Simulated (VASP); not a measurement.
Input of a VASP 6.6.1 run:

The input run.py:

```python
from ase.calculators.vasp import Vasp
from ase.dft.bandgap import bandgap
from ase.io import read

atoms = read('POSCAR')
calc = Vasp(
    directory='calc',
    xc='beef-vdw',
    pp='PBE',
    setups={'base': 'minimal', 'Na': '_pv', 'B': '_h'},
    prec='Accurate',
    encut=900,
    ediff=1e-07,
    ismear=0,
    sigma=0.05,
    lreal=False,
    lasph=True,
    nelm=80,
    algo='Normal',
    isif=2,
    lwave=False,
    lcharg=True,
    lelf=True,
    lvhar=True,
    kpts=[9, 9, 6],
    gamma=True,
    nbands=16,
)
atoms.calc = calc

print('energy (eV):', atoms.get_potential_energy())
print('free energy (eV):', atoms.get_potential_energy(force_consistent=True))
print('forces (eV/A):')
print(atoms.get_forces())
print('stress (eV/A^3, Voigt):', atoms.get_stress())
print('Fermi level (eV):', calc.get_fermi_level())
gap, top, bottom = bandgap(calc)
print('band gap (eV):', gap, 'from (spin, k, band)', top, 'to', bottom)
```

The input POSCAR:

```
NaB3
1.0
    3.3197615900      0.0000000000      0.0000000000
   -1.6598808000      2.8749978700      0.0000000000
    0.0000000000      0.0000000000      4.3692460100
Na B
1 3
Direct
    0.0000000000      0.0000000000      0.8590876900
    0.7995649300      0.2004350700      0.4654692900
    0.7995649300      0.5991298700      0.4654692900
    0.4008701300      0.2004350700      0.4654692900
```

Potentials or basis: VASP PAW PBE potentials, release 64 (Na_pv, B_h).

Run with:

```console
$ python run.py
```

Task: Estimate the band gap on the k mesh.

Result: None (metal or under the smearing width).

Task: Predict the largest force.

Result: 17.593 eV/Å.

Task: Estimate the pressure.

Result: 65.6 GPa.

Forces in eV/Å, atoms in the order of the input:
```
Na    0.000   0.000   5.652
B    15.148  -8.746  -1.884
B     0.000  17.491  -1.884
B   -15.148  -8.746  -1.884
```

Caveat: a pressure of tens of GPa on the cell as given is suspect, and the run, the potentials or the cell itself is likely at fault; the PAW data sets were made with another functional, which shifts forces and pressure a little.
